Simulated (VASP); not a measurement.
Level of theory: LDA (Ceperley-Alder, Perdew-Zunger), VASP's LDA PAW potentials (set 64) (plane waves; VASP).

VASP ran on this input.

INCAR:
```
ALGO  =  Normal
EDIFF  =  1E-8
EDIFFG  =  -0.001
ENCUT  =  400
IBRION  =  1
ISIF  =  2
ISMEAR  =  0
LASPH  =  .TRUE.
LCHARG  =  .FALSE.
LMAXMIX  =  4
LREAL  =  .FALSE.
LWAVE  =  .FALSE.
NELM  =  100
NSW  =  30
PREC  =  Accurate
SIGMA  =  0.05
SYSTEM  =  MgI2
```

### POSCAR
```
MgI2
1
    2.0372276561    -3.5285814045    -0.0000000000
    2.0372276561     3.5285814045     0.0000000000
    0.0000000000     0.0000000000     6.6830888505
Mg I
1 2
Direct
  1.0000000000   1.0000000000   0.0000000000
  0.3333330000   0.6666670000   0.2474741560
  0.6666670000   0.3333330000   0.7525258440
```

File KPOINTS:
```
Automatic mesh
0
Gamma
6 6 3
0 0 0
```

POTCAR, in this order: Mg I (LDA.64 set). Program: vasp_std.

The resulting files:

File OSZICAR:
```
       N       E                     dE             d eps       ncg     rms          rms(c)
DAV:   1     0.658208198378E+02    0.65821E+02   -0.51448E+03   408   0.847E+02
DAV:   2    -0.447687134359E+01   -0.70298E+02   -0.66056E+02   584   0.140E+02
DAV:   3    -0.916507233722E+01   -0.46882E+01   -0.46777E+01   516   0.430E+01
DAV:   4    -0.925112853934E+01   -0.86056E-01   -0.86046E-01   548   0.724E+00
DAV:   5    -0.925213124644E+01   -0.10027E-02   -0.10027E-02   512   0.743E-01    0.445E+00
DAV:   6    -0.912953855586E+01    0.12259E+00   -0.12725E-01   436   0.191E+00    0.294E+00
DAV:   7    -0.909747696549E+01    0.32062E-01   -0.11868E-01   460   0.185E+00    0.534E-01
DAV:   8    -0.909470658626E+01    0.27704E-02   -0.10249E-02   460   0.602E-01    0.205E-01
DAV:   9    -0.909466065949E+01    0.45927E-04   -0.56363E-04   496   0.159E-01    0.861E-02
DAV:  10    -0.909465419646E+01    0.64630E-05   -0.27052E-05   500   0.399E-02    0.391E-02
DAV:  11    -0.909465316749E+01    0.10290E-05   -0.34074E-06   492   0.133E-02    0.250E-02
DAV:  12    -0.909465300192E+01    0.16557E-06   -0.41782E-07   480   0.425E-03    0.979E-03
DAV:  13    -0.909465299051E+01    0.11403E-07   -0.15486E-08   368   0.100E-03    0.777E-03
DAV:  14    -0.909465297359E+01    0.16927E-07   -0.15745E-07   452   0.229E-03    0.372E-03
DAV:  15    -0.909465296693E+01    0.66549E-08   -0.14392E-08   268   0.766E-04
   1 F= -.90946530E+01 E0= -.90946530E+01  d E =-.909465E+01
       N       E                     dE             d eps       ncg     rms          rms(c)
DAV:   1    -0.909465602347E+01   -0.30499E-05   -0.15099E-04   428   0.735E-02    0.523E-03
DAV:   2    -0.909465656943E+01   -0.54596E-06   -0.62283E-06   492   0.172E-02    0.215E-03
DAV:   3    -0.909465655859E+01    0.10837E-07   -0.66693E-08   468   0.234E-03    0.161E-03
DAV:   4    -0.909465655223E+01    0.63675E-08   -0.15111E-08   348   0.864E-04
   2 F= -.90946566E+01 E0= -.90946566E+01  d E =-.358529E-05
       N       E                     dE             d eps       ncg     rms          rms(c)
DAV:   1    -0.909465681142E+01   -0.25283E-06   -0.10031E-03   424   0.190E-01    0.137E-02
DAV:   2    -0.909466043824E+01   -0.36268E-05   -0.41579E-05   492   0.443E-02    0.537E-03
DAV:   3    -0.909466036568E+01    0.72563E-07   -0.44774E-07   460   0.605E-03    0.403E-03
DAV:   4    -0.909466032415E+01    0.41532E-07   -0.10387E-07   480   0.219E-03    0.174E-03
DAV:   5    -0.909466032251E+01    0.16344E-08   -0.17014E-08   308   0.881E-04
   3 F= -.90946603E+01 E0= -.90946603E+01  d E =-.377029E-05
```

**OUTCAR**
```
------------------------ aborting loop because EDIFF is reached ----------------------------------------
  FORCE on cell =-STRESS in cart. coord.  units (eV):
  Direction    XX          YY          ZZ          XY          YZ          ZX
  --------------------------------------------------------------------------------------
  Total       -0.0192920     -0.0192920      0.0025218      0.0000000      0.0000000      0.0000000
  in kB       -0.3216932     -0.3216931      0.0420505      0.0000000      0.0000000      0.0000000
  external PRESSURE =      -0.2004453 kB  Pullay stress =       0.0000000 kB
  volume of cell :       96.08
      direct lattice vectors                 reciprocal lattice vectors
     2.037227656 -3.528581405  0.000000000     0.245431579 -0.141700004  0.000000000
     2.037227656  3.528581405  0.000000000     0.245431579  0.141700004  0.000000000
     0.000000000  0.000000000  6.683088850     0.000000000  0.000000000  0.149631409
 POSITION                                       TOTAL-FORCE (eV/Angst)
 -----------------------------------------------------------------------------------
      0.00000     -0.00000      0.00000        -0.000000     -0.000000      0.000000
      2.03723      1.17620      1.65504         0.000000     -0.000000      0.000017
      2.03723     -1.17620      5.02805        -0.000000      0.000000     -0.000017
 -----------------------------------------------------------------------------------
    total drift:                               -0.000000     -0.000000      0.000000
  FREE ENERGIE OF THE ION-ELECTRON SYSTEM (eV)
  ---------------------------------------------------
  free  energy   TOTEN  =        -9.0946603225 eV

  energy  without entropy=       -9.0946603225  energy(sigma->0) =       -9.09466032

 reached required accuracy - stopping structural energy minimisation
```
(Selected blocks of OUTCAR.)

**CONTCAR**
```
MgI2
   1.00000000000000
     2.0372276560999998   -3.5285814045000001    0.0000000000000000
     2.0372276560999998    3.5285814045000001    0.0000000000000000
     0.0000000000000000    0.0000000000000000    6.6830888504999999
  Mg              I
     1     2
Direct
     0.0000000000000000   -0.0000000000000000    0.0000000000000000
     0.3333330000000032    0.6666669999999968    0.2476454668083918
     0.6666669999999968    0.3333330000000032    0.7523545331916083
```

The compound is MgI2 in the 1T layered structure. This run relaxes the ions in a fixed cell. Symmetry was kept, so distortions that lower it aren't found. The start is the result of an earlier pass.
